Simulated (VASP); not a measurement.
Crystal: Nb3Sn.

```
Nb Sn
1.0
     5.28210    0.00000    0.00000
     0.00000    5.28210    0.00000
     0.00000    0.00000    5.28210
Nb Sn
6 2
Direct
  0.25000 0.00000 0.50000
  0.50000 0.75000 0.00000
  0.75000 0.00000 0.50000
  0.50000 0.25000 0.00000
  0.00000 0.50000 0.75000
  0.00000 0.50000 0.25000
  0.00000 0.00000 0.00000
  0.50000 0.50000 0.50000
```

```yaml
Program: VASP 6.6.1
Task: relaxation of cell and atoms
Functional: PBE
Potentials_or_basis: VASP PAW PBE potentials, release 64 (Nb_pv, Sn)
Cutoff: 300 eV
k_mesh: 4 × 4 × 4
Occupations: methfessel-paxton, width 0.1 eV
Spin: no spin polarisation
```

At the start: pressure 4.2 GPa; volume 18.42 Å³/atom.

Q: Where does the relaxation end?

A: Over 3 steps the energy falls by 5.8 meV/atom and the volume is 18.88 Å³/atom (+2.5 %); space group Pm-3n (No. 223, to 0.05 Å).

The path:
```
step  energy change (eV)  largest force (eV/Å)  pressure (GPa)  volume (Å³)
   1              0.0000                0.0000            4.23       147.37
   2              0.1101                0.0000           -6.85       158.00
   3             -0.0465                0.0000           -0.05       151.02
```

Final structure:
```
Nb Sn
1.0
     5.32536    0.00000    0.00000
     0.00000    5.32536    0.00000
     0.00000    0.00000    5.32536
Nb Sn
6 2
Cartesian
  1.3313 0.0000 2.6627
  2.6627 3.9940 0.0000
  3.9940 0.0000 2.6627
  2.6627 1.3313 0.0000
  0.0000 2.6627 3.9940
  0.0000 2.6627 1.3313
  0.0000 0.0000 0.0000
  2.6627 2.6627 2.6627
```
